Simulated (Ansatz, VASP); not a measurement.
# LiB7: VASP beside Ansatz

```xyz
8
Lattice="2.9437 0.0000 0.0000 -1.4718 2.5493 0.0000 0.0000 0.0000 7.7891" Properties=species:S:1:pos:R:3 pbc="T T T"
Li    1.4718    0.8498    3.8945
B     0.0000    0.0000    5.7311
B     0.0000    0.0000    0.0000
B     0.0000    0.0000    2.0580
B     0.0000    1.6995    5.5226
B     0.0000    1.6995    2.2665
B     1.4718    0.8498    6.9792
B     1.4718    0.8498    0.8099
```

Change from the starting cell: ordered superstructure of omega with vacancies (P-6m2, No. 187).

Alike in both runs: functional PBE; k mesh 12 × 12 × 6; occupations gaussian, width 0.1 eV; no spin polarisation.

Ansatz relaxed the structure, and its values are those at the end. VASP's run is a single point on that final structure, the one shown.

```csv
,VASP,Ansatz
version,VASP 6.6.1,Ansatz 0.2.0
potentials or method,"VASP PAW PBE potentials, release 64 (Li_sv, B)","scalar-relativistic, plane waves, PAW"
plane-wave cutoff (eV),520,420
valence electrons in the cell,24,24
```

Ansatz gave:

```
gap on the k mesh at the Fermi level (eV) : none
rms of the force components (eV/Å)        : 0.000
```

Q: What did VASP give for the same quantities?

A: gap on the k mesh at the Fermi level (eV): none; rms of the force components (eV/Å): 0.007.

A gap of «none» marks a metal or a gap that the smearing closes.
